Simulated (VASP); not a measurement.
These are PBE GGA with D3 dispersion (zero damping), VASP's PBE PAW potentials (set 64) (plane waves; VASP 6.6.1) values and carry that method's errors.

Input for VASP

File POSCAR:
```
Be
1.0
  1.1156894904  -1.9324307216   0.0000000000
  1.1156894904   1.9324307216   0.0000000000
  0.0000000000   0.0000000000   3.5126567654
Be
2
Cart
  1.1156894904   0.6441448622   0.8781641914
  1.1156894904  -0.6441448622   2.6344925741
```

**INCAR**
```
SYSTEM = Be
PREC = Accurate; ENCUT = 520; LREAL = .False.
LASPH = .True.
EDIFF = 1E-6; NELM = 100; ALGO = Normal
ISMEAR = 1; SIGMA = 0.1
GGA = PE; IVDW = 11
IBRION = 2; NSW = 60; ISIF = 3
EDIFFG = -0.01
LWAVE = .False.; LCHARG = .False.
```

**KPOINTS**
```
Automatic mesh
0
Gamma
17 17 9
0 0 0
```

POTCAR, in this order: Be (PBE.64 set). Program: vasp_std.

**Question.** What will the output report for the number of irreducible k-points (NKPTS), largest plane-wave count, number of space-group operations, FFT grid (NGX, NGY, NGZ)?

**Answer.** 
```yaml
number of irreducible k-points (NKPTS): 165
largest_plane_wave_count: 424
number_of_space_group_operations: 24
FFT grid (NGX, NGY, NGZ): 18 × 18 × 28
```

The compound is Be in the hcp structure. This run relaxes it. Symmetry was kept, so distortions that lower it aren't found. The start is the result of an earlier pass.
